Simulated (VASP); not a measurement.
Calculation: LDA (Ceperley-Alder, Perdew-Zunger), VASP's LDA PAW potentials (set 64) (plane waves; VASP 6.6.1).

A VASP calculation is set up with these files.

### KPOINTS
```
Automatic mesh
0
Gamma
8 8 5
0 0 0
```

**POSCAR**
```
GaN
1
    1.5190628605    -2.6310940118    -0.0000000000
    1.5190628605     2.6310940118     0.0000000000
    0.0000000000    -0.0000000000     4.9527756200
Ga N
2 2
Direct
  0.6666670000   0.3333330000   0.5004255863
  0.3333330000   0.6666670000   0.0004255863
  0.6666670000   0.3333330000   0.8765744137
  0.3333330000   0.6666670000   0.3765744137
```

**INCAR**
```
SYSTEM = GaN
PREC = Accurate
ENCUT = 620
EDIFF = 1E-6
NELM = 100
ALGO = Normal
LREAL = .FALSE.
LASPH = .TRUE.
ISMEAR = 0
SIGMA = 0.05
LMAXMIX = 4
LWAVE = .FALSE.
LCHARG = .FALSE.
IBRION = 2
ISIF = 3
NSW = 40
EDIFFG = -0.02
PSTRESS = 300
```

POTCAR, in this order: Ga_d N (LDA.64 set). Program: vasp_std.

What does the run give for the energy per atom (σ→0), pressure?

| Item | Value |
|---|---|
| energy per atom (σ→0) | -6.875 eV/atom |
| pressure | 29.85 GPa |

OSZICAR:
```
...
DAV:   8    -0.275233870243E+02    0.38876E-01   -0.34577E-01  2372   0.100E+01    0.899E-01
DAV:   9    -0.274976229851E+02    0.25764E-01   -0.13593E-01  2444   0.688E+00    0.236E-01
DAV:  10    -0.274984505755E+02   -0.82759E-03   -0.64906E-03  1682   0.923E-01    0.776E-02
DAV:  11    -0.274982657025E+02    0.18487E-03   -0.11242E-03  2164   0.736E-01    0.192E-02
DAV:  12    -0.274982765089E+02   -0.10806E-04   -0.12713E-04  1558   0.118E-01    0.102E-02
DAV:  13    -0.274982740235E+02    0.24854E-05   -0.10457E-05  1972   0.306E-02    0.543E-03
DAV:  14    -0.274982739529E+02    0.70545E-07   -0.24783E-06  1286   0.162E-02
   1 F= -.20085147E+02 E0= -.20085147E+02  d E =-.200851E+02
```

The compound is GaN in the wurtzite structure. It was relaxed first under an external pressure of 30 GPa.
